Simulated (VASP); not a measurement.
Consider the following.

```xyz
1
Lattice="0.0000 1.9200 1.9200 1.9200 0.0000 1.9200 1.9200 1.9200 0.0000" Properties=species:S:1:pos:R:3 pbc="T T T"
Ir     0.0000     0.0000     0.0000
```

Level of theory: PBE GGA, VASP's PBE PAW potentials (set 64) (plane waves; VASP). Settings: 300 eV cut-off, 10×10×10 Γ-centred mesh, Fermi-Dirac smearing of 0.10 eV, potentials Ir.

At this cut-off the stress carries a Pulay error, which pulls relaxed volumes low.

Question: Give the stress tensor in GPa (positive for a compressed cell).

Answer: 
```
8.76  0.00  0.00
0.00  8.76  0.00
0.00  0.00  8.76
```
The pressure is its mean diagonal, 8.76 GPa.

The structure is a typed Ir crystal (Fm-3m). The cell was not relaxed at this level.
